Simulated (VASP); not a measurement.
Output of a VASP run:

**OSZICAR**
```
       N       E                     dE             d eps       ncg     rms          rms(c)
DAV:   1     0.801153739748E+02    0.80115E+02   -0.67642E+03   260   0.801E+02
DAV:   2    -0.349827556190E+01   -0.83614E+02   -0.81201E+02   305   0.240E+02
DAV:   3    -0.666627656678E+01   -0.31680E+01   -0.31620E+01   305   0.492E+01
DAV:   4    -0.668970179275E+01   -0.23425E-01   -0.23423E-01   305   0.402E+00
DAV:   5    -0.669004071811E+01   -0.33893E-03   -0.33892E-03   305   0.458E-01    0.792E+00
DAV:   6    -0.615313266458E+01    0.53691E+00   -0.10517E+00   334   0.131E+01    0.630E+00
DAV:   7    -0.613208184444E+01    0.21051E-01   -0.20165E-01   265   0.346E+00    0.310E+00
DAV:   8    -0.613179801911E+01    0.28383E-03   -0.18119E-02   265   0.189E+00    0.270E-01
DAV:   9    -0.613168110320E+01    0.11692E-03   -0.23307E-03   290   0.756E-01    0.680E-02
DAV:  10    -0.613184155256E+01   -0.16045E-03   -0.25961E-04   265   0.155E-01    0.810E-02
DAV:  11    -0.613192876051E+01   -0.87208E-04   -0.13962E-04   273   0.116E-01    0.196E-02
DAV:  12    -0.613191752607E+01    0.11234E-04   -0.39246E-05   335   0.891E-02    0.784E-03
DAV:  13    -0.613191863828E+01   -0.11122E-05   -0.43400E-06   260   0.144E-02    0.781E-03
DAV:  14    -0.613191847107E+01    0.16720E-06   -0.15322E-07   140   0.280E-03
   1 F= -.61319185E+01 E0= -.61319185E+01  d E =-.330835E-20
```

### OUTCAR
```
------------------------ aborting loop because EDIFF is reached ----------------------------------------
  FORCE on cell =-STRESS in cart. coord.  units (eV):
  Direction    XX          YY          ZZ          XY          YZ          ZX
  --------------------------------------------------------------------------------------
  Total        0.2196654      0.2196654      0.2196654      0.0000000      0.0000000     -0.0000000
  in kB        6.8196253      6.8196253      6.8196253      0.0000000      0.0000000     -0.0000000
  external PRESSURE =       6.8196253 kB  Pullay stress =       0.0000000 kB
  volume of cell :       51.61
      direct lattice vectors                 reciprocal lattice vectors
     0.000000000  2.955021000  2.955021000    -0.169203535  0.169203535  0.169203535
     2.955021000  0.000000000  2.955021000     0.169203535 -0.169203535  0.169203535
     2.955021000  2.955021000  0.000000000     0.169203535  0.169203535 -0.169203535
  FREE ENERGIE OF THE ION-ELECTRON SYSTEM (eV)
  ---------------------------------------------------
  free  energy   TOTEN  =        -6.1319184711 eV

  energy  without entropy=       -6.1319184711  energy(sigma->0) =       -6.13191847
```
(Selected blocks of OUTCAR.)

File POSCAR:
```
CdS
1
    0.0000000000     2.9550210000     2.9550210000
    2.9550210000     0.0000000000     2.9550210000
    2.9550210000     2.9550210000     0.0000000000
Cd S
1 1
Direct
  0.0000000000   0.0000000000   0.0000000000
  0.2500000000   0.2500000000   0.2500000000
```

Task: Reconstruct the remaining input files.

Result: This is not unique; one that fits is the input of the run itself, PBE GGA, plane waves, VASP's PBE PAW potentials (set 64).

### INCAR
```
# general
SYSTEM  = CdS
PREC    = Accurate
ENCUT   = 300
LREAL   = F
LASPH   = T

# electronic loop
EDIFF   = 1E-6
NELM    = 100
ALGO    = Normal
LMAXMIX = 4

# smearing
ISMEAR  = 0
SIGMA   = 0.01

# functional
GGA     = PE

# ions
ISIF    = 2

# output
LWAVE   = F
LCHARG  = F
```

File KPOINTS:
```
Regular mesh
0
Gamma
 5 5 5
0 0 0
```

POTCAR, in this order: Cd S (PBE.64 set). Program: vasp_std.

At this cut-off the stress carries a Pulay error, which pulls relaxed volumes low.

The structure comes from a computed database's CdS entry; how it stands against other phases isn't given here. The cell was not relaxed at this level. The run is one of a series of settings (KPOINTS 5×5×5 Γ-centred mesh against the base run), some of them coarse on purpose.
